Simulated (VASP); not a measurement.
Input for VASP

### KPOINTS
```
Automatic mesh
0
Gamma
2 2 2
0 0 0
```

POSCAR:
```
SrO
1
    0.0000000000     2.6316000000     2.6316000000
    2.6316000000     0.0000000000     2.6316000000
    2.6316000000     2.6316000000     0.0000000000
Sr O
1 1
Direct
  0.0000000000   0.0000000000   0.0000000000
  0.5000000000   0.5000000000   0.5000000000
```

**INCAR**
```
SYSTEM = SrO
PREC = Accurate
ENCUT = 520
EDIFF = 1E-6
NELM = 25
ALGO = VeryFast
LREAL = .FALSE.
LASPH = .TRUE.
ISMEAR = 0
SIGMA = 0.05
GGA = PE
LMAXMIX = 4
LWAVE = .FALSE.
LCHARG = .FALSE.
ISIF = 2
HFSCREEN = 0.2
AEXX = 0.25
LHFCALC = .TRUE.
PRECFOCK = Fast
ISYM = 3
```

POTCAR, in this order: Sr_sv O (PBE.64 set). Program: vasp_std.

Output of the run:

File standard output:
```
 POSCAR found type information on POSCAR SrO
 POSCAR found :  2 types and       2 ions
 Reading from existing POTCAR
 Reading from existing POTCAR
 LDA part: xc-table for (Slater+PW92), standard interpolation
 POSCAR, INCAR and KPOINTS ok, starting setup
 WAVECAR not read
 entering main loop
       N       E                     dE             d eps       ncg     rms          rms(c)
RMM:   1    -0.511933663372E+03   -0.51193E+03   -0.61909E+03    36   0.109E+03
RMM:   2    -0.647677884161E+03   -0.13574E+03   -0.14863E+03    36   0.264E+02
RMM:   3    -0.669259215320E+03   -0.21581E+02   -0.29265E+02    36   0.119E+02
RMM:   4    -0.671428200315E+03   -0.21690E+01   -0.55612E+01    36   0.585E+01
RMM:   5    -0.669101320258E+03    0.23269E+01   -0.18672E+01    36   0.288E+01
RMM:   6    -0.668156853393E+03    0.94447E+00   -0.84100E+00    36   0.179E+01
RMM:   7    -0.667803486327E+03    0.35337E+00   -0.58368E+00    36   0.138E+01
RMM:   8    -0.667657625208E+03    0.14586E+00   -0.49413E+00    36   0.123E+01
RMM:   9    -0.667613445392E+03    0.44180E-01   -0.53071E+00   125   0.111E+01
RMM:  10    -0.667873682570E+03   -0.26024E+00   -0.46703E+00   126   0.851E+00
RMM:  11    -0.667828994011E+03    0.44689E-01   -0.47146E+00   131   0.835E+00
RMM:  12    -0.667868195997E+03   -0.39202E-01   -0.46632E+00   133   0.803E+00    0.452E+01
RMM:  13     0.732297785933E+02    0.74110E+03   -0.68904E+01   142   0.582E+01    0.192E+01
RMM:  14     0.684454830397E+02   -0.47843E+01   -0.13295E+01   118   0.222E+01    0.510E+00
RMM:  15     0.706996632876E+02    0.22542E+01   -0.77744E+00   112   0.109E+01    0.338E+00
RMM:  16     0.702543600037E+02   -0.44530E+00   -0.64020E+00   118   0.934E+00    0.174E+00
RMM:  17     0.705924938128E+02    0.33813E+00   -0.74358E+00   116   0.955E+00    0.127E+00
RMM:  18     0.703791667780E+02   -0.21333E+00   -0.64541E+00   125   0.888E+00    0.934E-01
RMM:  19     0.705938517422E+02    0.21468E+00   -0.73213E+00   123   0.938E+00    0.711E-01
RMM:  20     0.704262576283E+02   -0.16759E+00   -0.65560E+00   126   0.880E+00    0.548E-01
RMM:  21     0.705858526647E+02    0.15960E+00   -0.71781E+00   126   0.925E+00    0.486E-01
RMM:  22     0.704491216316E+02   -0.13673E+00   -0.66148E+00   128   0.884E+00    0.401E-01
RMM:  23     0.705731471541E+02    0.12403E+00   -0.70782E+00   129   0.922E+00    0.380E-01
RMM:  24     0.704578249425E+02   -0.11532E+00   -0.66189E+00   129   0.887E+00    0.321E-01
RMM:  25     0.705621713323E+02    0.10435E+00   -0.70023E+00   131   0.919E+00

 -----------------------------------------------------------------------------
|                                                                             |
|           W    W    AA    RRRRR   N    N  II  N    N   GGGG   !!!           |
|           W    W   A  A   R    R  NN   N  II  NN   N  G    G  !!!           |
|           W    W  A    A  R    R  N N  N  II  N N  N  G       !!!           |
|           W WW W  AAAAAA  RRRRR   N  N N  II  N  N N  G  GGG   !            |
|           WW  WW  A    A  R   R   N   NN  II  N   NN  G    G                |
|           W    W  A    A  R    R  N    N  II  N    N   GGGG   !!!           |
|                                                                             |
|     The electronic self-consistency was not achieved in the given           |
|     number of steps (NELM). The forces and other quantities evaluated       |
|     might not be reliable so examine the results carefully. If you find     |
|     spurious results, we suggest increasing NELM, if you were close to      |
|     convergence or switching to a different ALGO or adjusting the           |
|     density mixing parameters otherwise.                                    |
|                                                                             |
 -----------------------------------------------------------------------------

   1 F= 0.70562171E+02 E0= 0.70562171E+02  d E =-.128381E-21
```

File OUTCAR:
```
------------------------ aborting loop EDIFF was not reached (unconverged)  ----------------------------
  FORCE on cell =-STRESS in cart. coord.  units (eV):
  Direction    XX          YY          ZZ          XY          YZ          ZX
  --------------------------------------------------------------------------------------
  Total      -17.3485655    -17.3485655    -17.3485655      0.0000000      0.0000000     -0.0000000
  in kB     -762.5784416   -762.5784416   -762.5784416      0.0000000      0.0000000     -0.0000000
  external PRESSURE =    -762.5784416 kB  Pullay stress =       0.0000000 kB
  volume of cell :       36.45
      direct lattice vectors                 reciprocal lattice vectors
     0.000000000  2.631600000  2.631600000    -0.189998480  0.189998480  0.189998480
     2.631600000  0.000000000  2.631600000     0.189998480 -0.189998480  0.189998480
     2.631600000  2.631600000  0.000000000     0.189998480  0.189998480 -0.189998480
  FREE ENERGIE OF THE ION-ELECTRON SYSTEM (eV)
  ---------------------------------------------------
  free  energy   TOTEN  =        70.5621713323 eV

  energy  without entropy=       70.5621713323  energy(sigma->0) =       70.56217133

  exchange ACFDT corr.  =        -0.00000000  see jH, gK, PRB 81, 115126
```
(Selected blocks of OUTCAR.)

### Question
From input and log, find the fault in this run and mend it.

### Answer
The cause: a hybrid functional was run with ALGO = VeryFast. Convergence was not reached. Against the sound run, the energy per atom (σ→0) increases by 42.349 eV/atom; the pressure falls by 71.25 GPa; the band gap falls by 2.53 eV. To mend it, set ALGO = Normal.

The mended run (HSE06 screened hybrid, plane waves, VASP's PBE PAW potentials (set 64)) converges, and its OSZICAR ends with
```
   1 F= -.14135510E+02 E0= -.14135510E+02  d E =-.370632E-16
```

The compound is SrO in the rock salt structure. The cell was not relaxed at this level.
